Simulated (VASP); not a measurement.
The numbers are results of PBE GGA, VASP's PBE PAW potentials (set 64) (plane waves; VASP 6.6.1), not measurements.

A VASP calculation is set up with these files.

**INCAR**
```
! general
SYSTEM =WSi2
PREC   =Accurate
ENCUT  =800
LREAL  =F
LASPH  =T

! electronic loop
EDIFF  =1E-6
NELM   =100
ALGO   =Normal
LMAXMIX=6

! smearing
ISMEAR =1
SIGMA  =0.1

! functional
GGA    =PE

! ions
ISIF   =2

! output
LWAVE  =F
LCHARG =F
```

KPOINTS:
```
Automatic
0
gamma
 12 12 12
0 0 0
```

### POSCAR
```
WSi2
1
   -1.6371000000     1.6371000000     3.9933000000
    1.6371000000    -1.6371000000     3.9933000000
    1.6371000000     1.6371000000    -3.9933000000
Si W
2 1
Direct
  0.6650000000   0.6650000000   0.0000000000
  0.3350000000   0.3350000000   0.0000000000
  0.0000000000   0.0000000000   0.0000000000
```

POTCAR, in this order: Si W_sv (PBE.64 set). Program: vasp_std.

Unless said otherwise, spin-orbit coupling is left out, though it shifts the bands of the heavy elements here.

Q: What does the run give for the energy per atom (σ→0), pressure, band gap (on the k-mesh)?

A: 
The energy per atom (σ→0) comes out as -8.256 eV/atom, the band gap (on the k-mesh) comes out as none (metal, semimetal or under 0.01 eV) and the pressure is -8.48 GPa.

File OSZICAR:
```
...
DAV:   6    -0.248800785220E+02    0.81721E+00   -0.56140E+00  5870   0.168E+01    0.715E+00
DAV:   7    -0.247933449919E+02    0.86734E-01   -0.44821E-01  5653   0.386E+00    0.436E+00
DAV:   8    -0.247669846002E+02    0.26360E-01   -0.63976E-02  6164   0.224E+00    0.309E-01
DAV:   9    -0.247666007313E+02    0.38387E-03   -0.16185E-03  5982   0.336E-01    0.191E-01
DAV:  10    -0.247665266575E+02    0.74074E-04   -0.40841E-04  6101   0.202E-01    0.338E-02
DAV:  11    -0.247665174929E+02    0.91646E-05   -0.53535E-05  6052   0.611E-02    0.150E-02
DAV:  12    -0.247665171341E+02    0.35878E-06   -0.24277E-06  4612   0.109E-02
   1 F= -.24766517E+02 E0= -.24766600E+02  d E =0.248186E-03
```

The compound is WSi2 in the MoSi2 type structure. The cell was not relaxed at this level. The run is one of a series of settings (ENCUT = 800 against the base run), some of them coarse on purpose.
